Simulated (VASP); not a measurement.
Li2H under changes of volume

One of the cells (11.825 Å³/atom); the others are scaled copies at fixed shape and fractional positions:

```xyz
3
Lattice="2.8562 0.0000 0.0000 -1.4281 2.4735 0.0000 0.0000 0.0000 5.0215" Properties=species:S:1:pos:R:3 pbc="T T T"
Li    0.0000    1.6490    1.3272
Li    1.4281    0.8245    3.6943
H     0.0000    0.0000    2.5108
```

The cell was built by a generator and needn't be a form met in nature.

- Program: VASP 6.6.1
- Functional: PBE
- Potentials or basis: VASP PAW PBE potentials, release 64 (Li_sv, H)
- Cutoff: 520 eV
- k mesh: 11 × 11 × 6
- Occupations: fermi-dirac, width 0.05 eV
- Spin: no spin polarisation

```csv
volume (Å³/atom),energy over the lowest point (meV/atom),largest force (eV/Å)
10.898,3.37,0.034
11.130,1.32,0.020
11.361,?,?
11.825,0.00,0.018
12.057,0.94,0.029
12.289,2.49,0.040
```

**Question.** What does the run at 11.361 Å³/atom give?

**Answer.** Energy over the lowest point 0.12 meV/atom; largest force 0.006 eV/Å.

Worked out: A Birch-Murnaghan fit of order 3 (a polynomial in V^(-2/3)) to the other rows has its minimum at 11.61 Å³/atom with B0 = V·E''(V) = 24 GPa and B' = 3.4 at fixed shape and positions, which overstates the stiffness. It gives 0.13 meV/atom at 11.361 Å³/atom, against the run's 0.12.

Energies are extrapolated to zero smearing.

Caveats: the cutoff is under 1.25 times the usual one of these potentials, so pressure, stress and relaxed cells hold a basis-set (Pulay) error.
